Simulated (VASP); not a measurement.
GaCuSe2:

```xyz
8
Lattice="-2.8096 2.8096 5.5130 2.8096 -2.8096 5.5130 2.8096 2.8096 -5.5130" Properties=species:S:1:pos:R:3 pbc="T T T"
Se    1.4048   -1.4013    4.1348
Se    1.4013    1.4048    6.8913
Se    1.4048    4.2108   -1.3783
Se    1.4083    1.4048    1.3783
Ga    2.8096    0.0000    2.7565
Ga    0.0000    0.0000    5.5130
Cu    0.0000    2.8096    2.7565
Cu    0.0000    0.0000    0.0000
```

- Program: VASP 6.6.1
- Task: relaxation of cell and atoms
- Functional: PBEsol
- Potentials or basis: VASP PAW PBE potentials, release 64 (Se, Ga_d, Cu)
- Cutoff: 600 eV
- k mesh: 6 × 6 × 6
- Occupations: gaussian, width 0.02 eV
- Spin: no spin polarisation

At the start: pressure -0.5 GPa; volume 21.76 Å³/atom.

Question: Where does the relaxation end?

Answer: Over 11 steps the energy falls by 5.3 meV/atom and the volume is 21.54 Å³/atom (-1.0 %); space group I-42d (No. 122, to 0.05 Å).

The path:
| step | energy change (eV) | largest force (eV/Å) | pressure (GPa) | volume (Å³) |
| --- | --- | --- | --- | --- |
| 1 | 0.0000 | 0.4108 | -0.49 | 174.07 |
| 2 | -0.0287 | 0.2426 | 0.05 | 172.39 |
| 3 | -0.0376 | 0.0817 | 0.60 | 170.89 |
| 4 | -0.0415 | 0.0220 | -0.27 | 172.80 |
| 5 | -0.0418 | 0.0022 | -0.04 | 172.36 |
| 6 | -0.0418 | 0.0005 | -0.06 | 172.39 |
| 7 | -0.0423 | 0.0055 | -0.05 | 172.32 |
| 8 | -0.0426 | 0.0141 | 0.05 | 172.21 |
| 9 | -0.0426 | 0.0150 | 0.04 | 172.19 |
| 10 | -0.0426 | 0.0159 | 0.04 | 172.18 |
| 11 | -0.0427 | 0.0060 | -0.03 | 172.36 |

Final structure:
```
Se Ga Cu
1.0
    -2.78828    2.78828    5.54235
     2.78828   -2.78828    5.54235
     2.78828    2.78828   -5.54235
Se Ga Cu
4 2 2
Direct
  0.11720 0.62500 0.99220
  0.87500 0.88280 0.50780
  0.63280 0.12500 0.00780
  0.37500 0.36720 0.49220
  0.25000 0.75000 0.50000
  0.50000 0.50000 0.00000
  0.75000 0.25000 0.50000
  0.00000 0.00000 0.00000
```

Caveat: the PAW data sets were made with another functional, which shifts forces and pressure a little.
